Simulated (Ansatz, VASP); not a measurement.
# Cross-check of ZnSnN2 between VASP and Ansatz

One calculation is typed for both programs; each brings its own data sets. How far apart do they land? The cell is taken from a series of runs on this material, whose earlier steps may have relaxed, scaled, displaced or heated it; both programs get it as it stands.

Main program and level: Ansatz 0.2.0; plane waves, with VASP 6.6.1 beside it; r2SCAN.

## Step 1: Set-up

It takes space group Pna2_1 (No. 33, orthorhombic). The conventional cell has a = 5.854 Å, b = 6.737 Å, c = 5.481 Å, α = 90.00°, β = 90.00°, γ = 90.00°. Nearest to Zn lie 4 N at 2.05 to 2.07 Å. Nearest to Sn lie 4 N at 2.06 to 2.08 Å. Nearest to N lie 2 Zn at 2.05 to 2.07 Å and 2 Sn at 2.07 to 2.08 Å. Nearest to N lie 2 Zn at 2.05 Å and 2 Sn at 2.06 to 2.07 Å. Farther neighbours and most contacts between anions are not listed.

Coordinates:

```cif
data_structure
_symmetry_space_group_name_H-M 'Pna2_1'
_symmetry_Int_Tables_number 33
_cell_length_a 5.8543
_cell_length_b 6.7375
_cell_length_c 5.4806
_cell_angle_alpha 90.000
_cell_angle_beta 90.000
_cell_angle_gamma 90.000
_cell_volume 216.17
loop_
_atom_site_label
_atom_site_type_symbol
_atom_site_symmetry_multiplicity
_atom_site_Wyckoff_symbol
_atom_site_fract_x
_atom_site_fract_y
_atom_site_fract_z
_atom_site_occupancy
Zn1 Zn 4 a 0.58306 0.87495 0.99881 1
Sn1 Sn 4 a 0.58840 0.37506 0.99927 1
N1 N 4 a 0.58240 0.37437 0.37835 1
N2 N 4 a 0.57972 0.87579 0.37356 1
```

## Step 2: Ansatz: G0W0 gap, r2SCAN

Ansatz runs on its PAW soft_1 files.

Quasiparticle shifts depend on high empty states and on the cores, so they are the hardest test of two PAW sets.

Contents of input.yaml:

```yaml
crystal:
  lattice:
    - [5.8542731, 0.0, 0.0]
    - [0.0, 6.7374542, 0.0]
    - [0.0, 0.0, 5.48058331]
  atoms:
    - { symbol: Zn, position: [0.58306262, 0.87494525, 0.99881237] }
    - { symbol: Zn, position: [0.41693738, 0.12505475, 0.49881237] }
    - { symbol: Zn, position: [0.91693738, 0.37494525, 0.49881237] }
    - { symbol: Zn, position: [0.08306262, 0.62505475, 0.99881237] }
    - { symbol: Sn, position: [0.58840042, 0.37506264, 0.9992746] }
    - { symbol: Sn, position: [0.41159958, 0.62493736, 0.4992746] }
    - { symbol: Sn, position: [0.91159958, 0.87506264, 0.4992746] }
    - { symbol: Sn, position: [0.08840042, 0.12493736, 0.9992746] }
    - { symbol: "N", position: [0.58239595, 0.37436694, 0.37835473] }
    - { symbol: "N", position: [0.41760405, 0.62563306, 0.87835473] }
    - { symbol: "N", position: [0.91760405, 0.87436694, 0.87835473] }
    - { symbol: "N", position: [0.08239595, 0.12563306, 0.37835473] }
    - { symbol: "N", position: [0.57971582, 0.87578583, 0.37355931] }
    - { symbol: "N", position: [0.42028418, 0.12421417, 0.87355931] }
    - { symbol: "N", position: [0.92028418, 0.37578583, 0.87355931] }
    - { symbol: "N", position: [0.07971582, 0.62421417, 0.37355931] }
kpoints:
  mp_grid: { grid: [2, 2, 2] }
hamiltonian:
  xc: r2scan
  pseudopotentials: { kind: paw, azcp: { folder: soft_1 } }
scf:
  occupations: { method: fixed }
gw:
  n_empty_bands: 490
  ecut_chi: 100
  qp_bands: [v4, c4]
  qp_kpoints: band_edges
  screening: { model: contour_deformation }
```

Launch:

```sh
$ ansatz run input.yaml --threads 2 --pin off --max-ram 92160MiB --backend cuda --events-out ev --progress --plain --runs-dir out --devices 1 --max-vram 13GiB
```

Numbers of over 12 decimals in the logs are rounded to 6 here.

The program printed:

```text
GPUs: using 1 of 1 available (devices: 1).
Engine: ansatz 0.2.0, x86_64-unknown-linux-gnu
Pseudopotentials: kind: paw
Pseudopotential: Zn, paw, valence charge 12, recommended cutoff 500 eV (meta_gga), soft_1/Zn.paw.azcp
Pseudopotential: Sn, paw, valence charge 14, recommended cutoff 500 eV (meta_gga), soft_1/Sn.paw.azcp
Pseudopotential: N, paw, valence charge 5, recommended cutoff 500 eV (meta_gga), soft_1/N.paw.azcp
Functional definition: r2SCAN
  parameter k0 = 0.174
  parameter k1 = 0.065
  parameter a1 = 4.9479
  exchange = r2scan_x(k0 = k0, k1 = k1, a1 = a1)
  correlation = r2scan_c
device memory: the entry about to start is reckoned to put 3.2 GiB on a device that reports 53.3 GiB free (of which the cap on the GPU budget leaves the run 13.0 GiB)
GPU FFT provider: cuFFT
GPU libraries: cuBLAS 13.8.2, cuFFT 12.4.0, cuSOLVER 12.3.4
Crystal: 16 atoms, lattice volume = 216.170 Å³
Basis set: ecut = 500 eV, 5499 PW (Γ), exchange–correlation on 180×200×160 points (64 copies of the dense FFT grid, shifted against one another)
Bands: 88, of which v1, the nominal top of the filled ones, is band 72 counted from 1 (71 counted from 0)
Symmetry: 4 space group operations
Space group: Pna21 (ITA 33), of the structure as read, at distance tolerance 6.0e-5 Å
k-points: 8
Non-local potential: Zn, projectors of the file, l = 0: 2, l = 1: 2, l = 2: 3, l = 3: 1
Non-local potential: Sn, projectors of the file, l = 0: 2, l = 1: 2, l = 2: 2, l = 3: 1
Non-local potential: N, projectors of the file, l = 0: 2, l = 1: 2, l = 2: 1
PAW form: soft (Blöchl's): semilocal exchange-correlation on the pseudo side does not see the compensation charge
PAW frozen core: Zn, regenerated for the run's functional (the file was generated under x = pbe(κ = 0.804, μ = 0.219515), c = pbe(β = 0.066725))
PAW frozen core: Sn, regenerated for the run's functional (the file was generated under x = pbe(κ = 0.804, μ = 0.219515), c = pbe(β = 0.066725))
PAW frozen core: N, regenerated for the run's functional (the file was generated under x = pbe(κ = 0.804, μ = 0.219515), c = pbe(β = 0.066725))
PAW one-centre angular grid: Zn, 590 points (default); XC on 160 Gauss nodes
PAW one-centre angular grid: Sn, 590 points (default); XC on 160 Gauss nodes
PAW one-centre angular grid: N, 302 points (default); XC on 160 Gauss nodes
Initial density: superposition of atomic densities (chi_scale 0.1, normalization cell, long waves kept (reshape's long-wave potential 0.01 eV rms))
Initial wavefunctions: pseudopotential atomic-orbital guess
GPU buffer pool allocated for 90000 grid points (all kernels)
GPU transforms: local potential and band sums: pruned to the plane-wave sphere, on 45×50×40
Functional: x = r2scan, c = r2scan; τ floored in thin density (d = 2e-4 eV/Å³)
SCF iter   1: F=—  HF=-40541.387720 eV  |F-HF|=—  |Δ(HF+E_count)|=         —  Δρ=9.27e-2  dr2=2.03e1  dr2_τ=2.01e0  ethr=3.10e-3  ⟨swp⟩=4.1  Hψ=2604  notcnv=0  defer=104
preconditioner: auto → Resta (q_TF=auto, 2.550 Å⁻¹)  ε∞=4.4  [insulator: Δε(μ)=1.237 eV  Ē_g=16.447 eV  n_scr=64 (ndim 8)  ℏωp=30.3 eV  f_vac=0.000  ε∞_Penn≈4.4]
SCF iter   2: F=—  HF=-40536.924195 eV  |F-HF|=—  |Δ(HF+E_count)|=    4.46e0  Δρ=3.51e-2  dr2=1.97e0  dr2_τ=3.37e-1  ethr=3.10e-3  ⟨swp⟩=3.0  Hψ=1304  notcnv=0  defer=108
SCF iter   3: F=—  HF=-40537.239202 eV  |F-HF|=—  |Δ(HF+E_count)|=   3.15e-1  Δρ=1.88e-2  dr2=6.08e-1  dr2_τ=1.85e-2  ethr=1.37e-3  ⟨swp⟩=2.0  Hψ=957  notcnv=0  defer=108
SCF iter   4: F=—  HF=-40537.282559 eV  |F-HF|=—  |Δ(HF+E_count)|=   4.34e-2  Δρ=9.52e-3  dr2=1.04e-1  dr2_τ=4.11e-3  ethr=4.22e-4  ⟨swp⟩=2.0  Hψ=982  notcnv=0  defer=108
SCF iter   5: F=—  HF=-40537.264449 eV  |F-HF|=—  |Δ(HF+E_count)|=   1.81e-2  Δρ=2.56e-3  dr2=8.92e-3  dr2_τ=5.45e-4  ethr=7.19e-5  ⟨swp⟩=2.0  Hψ=1172  notcnv=0  defer=108
SCF iter   6: F=—  HF=-40537.267441 eV  |F-HF|=—  |Δ(HF+E_count)|=   2.99e-3  Δρ=4.51e-4  dr2=4.93e-4  dr2_τ=2.07e-5  ethr=6.20e-6  ⟨swp⟩=2.0  Hψ=998  notcnv=0  defer=110
SCF iter   7: F=—  HF=-40537.267536 eV  |F-HF|=—  |Δ(HF+E_count)|=   9.42e-5  Δρ=2.31e-4  dr2=8.22e-5  dr2_τ=1.45e-6  ethr=3.42e-7  ⟨swp⟩=2.0  Hψ=1204  notcnv=0  defer=103
SCF iter   8: F=—  HF=-40537.267571 eV  |F-HF|=—  |Δ(HF+E_count)|=   3.59e-5  Δρ=8.22e-5  dr2=1.29e-5  dr2_τ=1.11e-6  ethr=5.71e-8  ⟨swp⟩=2.0  Hψ=984  notcnv=0  defer=76
SCF iter   9: F=—  HF=-40537.267573 eV  |F-HF|=—  |Δ(HF+E_count)|=   1.22e-6  Δρ=4.41e-5  dr2=4.08e-6  dr2_τ=5.47e-7  ethr=8.95e-9  ⟨swp⟩=2.0  Hψ=1042  notcnv=0  defer=76
SCF iter  10: F=—  HF=-40537.267572 eV  |F-HF|=—  |Δ(HF+E_count)|=   4.20e-7  Δρ=9.42e-6  dr2=1.17e-7  dr2_τ=1.96e-8  ethr=2.83e-9  ⟨swp⟩=2.0  Hψ=979  notcnv=0  defer=76
SCF iter  11: F=-40537.267572 eV  HF=-40537.267572 eV  |F-HF|=1.01e-9  |Δ(HF+E_count)|=   7.46e-8  Δρ=4.38e-6  dr2=2.72e-8  dr2_τ=2.25e-9  ethr=6.94e-11  ⟨swp⟩=12.4  Hψ=2755  notcnv=0
SCF 1 converged in 11 iterations: F = -40537.267572 eV  dr2 = 2.72e-8
[...]
k-point 1: bands = [... 68 lower, 9.0870, 9.0870, 9.1208, 9.1208, 12.5091, 12.5091, 13.3895, 13.3895, ... 12 higher]
  k-point 2: bands = [... 68 lower, 8.9912, 8.9912, 9.1536, 9.1536, 12.2332, 12.2332, 14.6239, 14.6239, ... 12 higher]
  k-point 7: bands = [... 68 lower, 8.1938, 8.1938, 8.3949, 8.3949, 13.6754, 13.6754, 13.7010, 13.7010, ... 12 higher]
--- G₀W₀: contour deformation, 7 samples at zero and on the imaginary axis and 1 off it, 8 q-points, 490 empty bands' worth ---
  eigenvalues of the whole cell's RPA ε∞ on this k-mesh (on a slab, of 1 + 4πα/V) = 73.2540, 77.6978, 91.9014; static W/v taken at q = 0 is 0.012527
  bands read: the sum over 562 bands ends inside a degenerate multiplet in 1 slot, whose members it reads at an even weight; the widest, k=5: bands 561 to 564 (counted from 1) at 2/4 each
  gw.qp_kpoints: band_edges: 8 of 8 stored k-points solved, in 1 pass; an edge of the gap read off the rows below is read off those points alone
    ik  band        ε_KS         Σx   Σc(E_QP)       V_xc       Z   E_QP_lin       E_QP  E_QP is
     0    69      8.7669   -25.7788     4.1798   -21.4510  0.6989     8.6177     8.6189  root
     0    70      9.5063   -25.6075     3.7084   -21.8928  0.7030     9.5000     9.5000  root
     0    71      9.5419   -26.0052     3.7487   -22.2448  0.7034     9.5301     9.5301  root
     0    72      9.5819   -25.9015     3.6904   -22.2108  0.7038     9.5815     9.5815  root
     0    73     10.0833   -10.9841    -3.6552   -14.9519  0.7354    10.4014    10.3959  root
     0    74     12.8213   -10.4592    -4.4265   -15.2641  0.7345    13.2084    13.1996  root
     0    75     13.7137   -11.1836    -4.5884   -16.2734  0.7204    14.2325    14.2150  root
     0    76     14.3114    -9.1972    -4.3975   -13.7426  0.7389    14.4605    14.4593  root
     1    69      9.0870   -25.6633     3.9145   -21.6740  0.7017     9.0119     9.0122  root
     1    70      9.0870   -25.6633     3.9145   -21.6740  0.7017     9.0119     9.0122  root
     1    71      9.1208   -25.6291     3.8966   -21.6647  0.7020     9.0528     9.0530  root
     1    72      9.1208   -25.6291     3.8966   -21.6647  0.7020     9.0528     9.0530  root
     1    73     12.5091   -11.1653    -4.1352   -15.7278  0.7266    12.9479    12.9364  root
     1    74     12.5091   -11.1653    -4.1352   -15.7278  0.7266    12.9479    12.9364  root
     1    75     13.3895    -9.5191    -4.3024   -14.0297  0.7385    13.6002    13.5978  root
     1    76     13.3895    -9.5191    -4.3024   -14.0297  0.7385    13.6002    13.5978  root
     2    69      8.9912   -25.7043     3.8900   -21.7216  0.7014     8.8981     8.8985  root
     2    70      8.9912   -25.7043     3.8900   -21.7216  0.7014     8.8981     8.8985  root
     2    71      9.1536   -25.4110     3.8682   -21.4776  0.7014     9.0883     9.0885  root
     2    72      9.1536   -25.4110     3.8682   -21.4776  0.7014     9.0883     9.0885  root
     2    73     12.2332   -12.2045    -3.7312   -16.3751  0.7218    12.6844    12.6727  root
     2    74     12.2332   -12.2045    -3.7312   -16.3751  0.7218    12.6844    12.6727  root
     2    75     14.6239    -8.3194    -4.3247   -12.6935  0.7388    14.6733    14.6732  root
     2    76     14.6239    -8.3194    -4.3247   -12.6935  0.7388    14.6733    14.6732  root
[...]
7    69      8.1938   -24.6447     4.1589   -20.3120  0.6954     8.0182     8.0199  root
     7    70      8.1938   -24.6447     4.1589   -20.3120  0.6954     8.0182     8.0199  root
     7    71      8.3949   -25.0612     4.2047   -20.6579  0.6966     8.1941     8.1964  root
     7    72      8.3949   -25.0612     4.2047   -20.6579  0.6966     8.1941     8.1964  root
     7    73     13.6754   -10.9279    -4.4385   -15.7860  0.7227    14.1063    14.0950  root
     7    74     13.6754   -10.9279    -4.4385   -15.7860  0.7227    14.1063    14.0950  root
     7    75     13.7010   -10.7118    -4.3972   -15.5056  0.7231    14.1074    14.0974  root
     7    76     13.7010   -10.7118    -4.3972   -15.5056  0.7231    14.1074    14.0974  root
```

Reading the cycles: dr2 is the Hartree energy of the density residual (eV), the measure of convergence; HF is the Harris–Foulkes estimate of the energy, which meets the free energy F at convergence.

[end of part 1 of 2]

[Lines on the potential files, build, host, timing and source positions are cut from VASP's logs without a mark.]

[Logs are printed without paths, hosts, clocks, repeated set-up lines and the standing remarks that a program may print on its own settings, such as how far it seeks lower states.]

[Hosts, paths, dates, database ids (printed as entryN), source tags and the programs' standing remarks are cut or masked in the printed files.]
